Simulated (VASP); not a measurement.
Data:

```xyz
6
Lattice="0.0000 3.3960 3.3960 3.3960 0.0000 3.3960 3.3960 3.3960 0.0000" Properties=species:S:1:pos:R:3 pbc="T T T"
Ni     4.2450     4.2450     4.2450
Ni     4.2450     2.5470     2.5470
Ni     2.5470     2.5470     4.2450
Ni     2.5470     4.2450     2.5470
Zr     0.0000     0.0000     0.0000
Zn     1.6980     1.6980     1.6980
```
Starting moments (μB, in the order of the record's atoms Ni Ni Ni Ni Zr Zn): 2.0 2.0 2.0 2.0 0.0 0.0.

Computed with PBEsol GGA, VASP's PBE PAW potentials (set 64) (plane waves; VASP). Run with 300 eV cut-off, 6×6×6 Γ-centred mesh, Gaussian smearing of 0.10 eV, potentials Ni Zr_sv Zn.

At this cut-off the stress carries a Pulay error, which pulls relaxed volumes low.

Problem. What does the run give for the cell moment, energy per atom (σ→0), pressure, largest force, band gap (on the k-mesh) with the smallest direct gap where there is one?

Solution. 
```
Property                                                    Result
------------------------  ----------------------------------------
band gap (on the k-mesh)  none (metal, semimetal or under 0.01 eV)
cell moment                                                0.00 μB
energy per atom (σ→0)                               -6.300 eV/atom
pressure                                                 -8.31 GPa
largest force                                           0.265 eV/Å
```

The absolute energy has meaning only against runs of the same code, potentials and settings.

The structure comes from a measured ZrZnNi4 entry of the Crystallography Open Database, whose conditions weren't checked. The cell was not relaxed at this level.
